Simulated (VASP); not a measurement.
Input:

```
HfN
1.0
    0.00000     2.26000     2.26000
    2.26000     0.00000     2.26000
    2.26000     2.26000     0.00000
Hf N
1 1
Direct
  0.00000   0.00000   0.00000
  0.50000   0.50000   0.50000
```

These are PBE GGA, VASP's PBE PAW potentials (set 64) (plane waves; VASP) values and carry that method's errors. Numerical set-up: 520 eV cut-off, 11×11×11 Γ-centred mesh, first-order Methfessel-Paxton smearing of 0.10 eV, potentials Hf_pv N.

Task: Give the stress tensor in GPa (positive for a compressed cell).

Result: 
```
2.71  0.00  0.00
0.00  2.71  0.00
0.00  0.00  2.71
```
The pressure is its mean diagonal, 2.71 GPa.

The compound is HfN in the rock salt structure. The cell was not relaxed at this level. The electron count is odd and the run is not spin-polarised, which forces a metal.
